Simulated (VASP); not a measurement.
# Zr3PdSe4: single point with r2SCAN

The system is Zr3PdSe4.

```
Zr Pd Se
1.0
     7.22966    0.00000    0.00000
    -3.61483    6.26107    0.00000
     0.00000    0.00000    7.16446
Zr Pd Se
6 2 8
Direct
  0.50000 0.50000 0.00000
  0.50000 0.50000 0.50000
  0.00000 0.50000 0.50000
  0.00000 0.50000 0.00000
  0.50000 0.00000 0.00000
  0.50000 0.00000 0.50000
  0.00000 0.00000 0.50000
  0.00000 0.00000 0.00000
  0.33333 0.66667 0.75000
  0.16754 0.83246 0.25000
  0.83246 0.16754 0.75000
  0.16754 0.33507 0.25000
  0.83246 0.66493 0.75000
  0.66493 0.83246 0.25000
  0.33507 0.16754 0.75000
  0.66667 0.33333 0.25000
```

The cell was built by a generator and needn't be a form met in nature.

```yaml
Program: VASP 6.6.1
Task: single point
Functional: r2SCAN
Potentials_or_basis: VASP PAW PBE potentials, release 64 (Zr_sv, Pd, Se)
Cutoff: 520 eV
k_mesh: 6 × 6 × 4
Occupations: gaussian, width 0.1 eV
Spin: no spin polarisation
Further_INCAR_settings: ALGO = Normal; EDIFF = 1e-06
```

```yaml
Pressure: -0.6 GPa
Largest_force: 0.004 eV/Å
Band_gap_on_the_k_mesh: none (metal or under the smearing width)
```

Forces on the atoms (eV/Å):
```
Zr   0.000  0.000  0.000
Zr   0.000  0.000  0.000
Zr   0.000  0.000  0.000
Zr   0.000  0.000  0.000
Zr   0.000  0.000  0.000
Zr   0.000  0.000  0.000
Pd   0.000  0.000  0.000
Pd   0.000  0.000  0.000
Se   0.000  0.000  0.000
Se  -0.003  0.002  0.000
Se   0.003 -0.002  0.000
Se   0.000 -0.004  0.000
Se   0.000  0.004  0.000
Se   0.003  0.002  0.000
Se  -0.003 -0.002  0.000
Se   0.000  0.000  0.000
```

Stress tensor (GPa, compression positive):
```
-0.16  0.00  0.00
 0.00 -0.16  0.00
 0.00  0.00 -1.60
```

Levels at points of the mesh, in eV from the Fermi level:
| k point | band 67 | band 68 | band 69 | band 70 | band 71 | band 72 | band 73 | band 74 |
| --- | --- | --- | --- | --- | --- | --- | --- | --- |
| (0.00, 0.00, 0.00) | -1.11 | -0.76 | -0.15 | -0.15 | -0.14 | -0.14 | 1.20 | 1.25 |
| (0.50, 0.00, 0.00) | -0.12 | -0.09 | -0.02 | 0.03 | 0.15 | 0.62 | 0.70 | 0.75 |
| (0.00, 0.00, 0.50) | -0.44 | -0.44 | -0.19 | -0.19 | -0.19 | -0.19 | 1.12 | 1.12 |
| (0.50, 0.00, 0.50) | -0.59 | -0.59 | 0.08 | 0.08 | 0.27 | 0.27 | 0.98 | 0.98 |

Wall time 12 min on 8 MPI ranks on Intel(R) Xeon(R) Platinum 8488C (Sapphire Rapids) (shared host), peak memory 0.73 GiB a rank.

Caveat: the PAW data sets were made with another functional, which shifts forces and pressure a little.
